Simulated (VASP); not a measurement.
A convergence study with VASP on InAs (zinc blende): a few settings are varied, all else stays as given below, so the limit is that of these other settings.

```
CELL_PARAMETERS angstrom
      0.00000     3.03000     3.03000
      3.03000     0.00000     3.03000
      3.03000     3.03000     0.00000
ATOMIC_POSITIONS crystal
  In 0.00000 0.00000 0.00000
  As 0.25000 0.25000 0.25000
```

These are HSE06 screened hybrid, VASP's PBE PAW potentials (set 64) (plane waves; VASP) values and carry that method's errors. The last row used: 520 eV cut-off, 4×4×4 Γ-centred mesh, Gaussian smearing of 0.050 eV, potentials In_d As.

Unless said otherwise, spin-orbit coupling is left out, though it shifts the bands of the heavy elements here. Gaps are read on the run's mesh, which can miss a band edge.

```json
[
 {"setting": "ENCUT = 300, PRECFOCK = Fast", "E (eV/atom)": "-4.5646", "pressure (GPa)": "1.18", "gap on the mesh (eV)": "0.557", "electronic steps": "21"},
 {"setting": "ENCUT = 400, PRECFOCK = Fast", "E (eV/atom)": "-4.5668", "pressure (GPa)": "1.43", "gap on the mesh (eV)": "0.560", "electronic steps": "21"},
 {"setting": "ENCUT = 520, PRECFOCK = Fast", "E (eV/atom)": "-4.5669", "pressure (GPa)": "1.46", "gap on the mesh (eV)": "0.560", "electronic steps": "21"},
 {"setting": "ENCUT = 300, PRECFOCK = Normal", "E (eV/atom)": "-4.5648", "pressure (GPa)": "1.20", "gap on the mesh (eV)": "0.557", "electronic steps": "21"},
 {"setting": "ENCUT = 400, PRECFOCK = Normal", "E (eV/atom)": "-4.5666", "pressure (GPa)": "1.42", "gap on the mesh (eV)": "0.559", "electronic steps": "21"},
 {"setting": "ENCUT = 520, PRECFOCK = Normal", "E (eV/atom)": "-4.5667", "pressure (GPa)": "1.45", "gap on the mesh (eV)": "0.560", "electronic steps": "21"},
 {"setting": "ENCUT = 300, PRECFOCK = Accurate", "E (eV/atom)": "-4.5648", "pressure (GPa)": "1.20", "gap on the mesh (eV)": "0.557", "electronic steps": "21"},
 {"setting": "ENCUT = 400, PRECFOCK = Accurate", "E (eV/atom)": "-4.5666", "pressure (GPa)": "1.42", "gap on the mesh (eV)": "0.559", "electronic steps": "21"},
 {"setting": "ENCUT = 520, PRECFOCK = Accurate", "E (eV/atom)": "-4.5667", "pressure (GPa)": "1.45", "gap on the mesh (eV)": "0.560", "electronic steps": "21"}
]
```

Left out are rungs that failed or repeat a setting and relaxations that didn't move; long series are thinned to 24 rows.

The compound is InAs in the zinc blende structure. The cell was not relaxed at this level.
